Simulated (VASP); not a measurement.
OSZICAR of a VASP run on BaTiO₃ (cubic perovskite):

### OSZICAR
```
       N       E                     dE             d eps       ncg     rms          rms(c)
DAV:   1     0.456919294687E+03    0.45692E+03   -0.21673E+04   960   0.181E+03
DAV:   2    -0.444556300372E+01   -0.46136E+03   -0.45173E+03  1168   0.490E+02
DAV:   3    -0.488547829159E+02   -0.44409E+02   -0.44346E+02  1424   0.149E+02
DAV:   4    -0.508573485272E+02   -0.20026E+01   -0.20015E+01  1344   0.277E+01
DAV:   5    -0.509347881891E+02   -0.77440E-01   -0.77436E-01  1376   0.396E+00    0.236E+01
DAV:   6    -0.400769032646E+02    0.10858E+02   -0.73926E+01  1432   0.773E+01    0.101E+01
DAV:   7    -0.400962567495E+02   -0.19353E-01   -0.11408E+01  1216   0.246E+01    0.646E+00
DAV:   8    -0.399396091404E+02    0.15665E+00   -0.11405E+00  1232   0.104E+01    0.259E+00
DAV:   9    -0.399629894662E+02   -0.23380E-01   -0.20848E-01  1264   0.324E+00    0.108E+00
DAV:  10    -0.399549668137E+02    0.80227E-02   -0.75400E-02  1280   0.262E+00    0.492E-01
DAV:  11    -0.399528107745E+02    0.21560E-02   -0.16868E-02  1384   0.102E+00    0.101E-01
DAV:  12    -0.399528270457E+02   -0.16271E-04   -0.42582E-03  1176   0.631E-01    0.120E-01
DAV:  13    -0.399526516940E+02    0.17535E-03   -0.70372E-04  1272   0.205E-01    0.176E-02
DAV:  14    -0.399526614279E+02   -0.97339E-05   -0.36264E-05  1232   0.537E-02    0.273E-02
DAV:  15    -0.399526569309E+02    0.44970E-05   -0.71875E-06  1256   0.275E-02    0.132E-02
DAV:  16    -0.399526544020E+02    0.25289E-05   -0.95847E-06  1456   0.231E-02    0.267E-03
DAV:  17    -0.399526545115E+02   -0.10943E-06   -0.34395E-07   840   0.538E-03    0.352E-03
DAV:  18    -0.399526543646E+02    0.14683E-06   -0.97242E-07  1216   0.101E-02    0.815E-04
DAV:  19    -0.399526543643E+02    0.34652E-09   -0.51243E-08   536   0.254E-03
   1 F= -.39952654E+02 E0= -.39952654E+02  d E =-.181771E-13
```

### Question
Which electronic solver shows in the log?

### Answer
It is blocked Davidson (ALGO = Normal, or the opening steps of other solvers). The INCAR had ALGO = Normal.

### Question
Can the final energy be trusted as converged?

### Answer
The calculation finished and met its thresholds. It stopped with EDIFF = 1E-7, NELM = 100 (PBE GGA, plane waves, VASP's PBE PAW potentials (set 64)).

The compound is BaTiO3 in the cubic perovskite structure, the ideal cubic form; the compound distorts at low or room temperature. This cell is one point of a volume scan, at 0.97 of the reference volume.
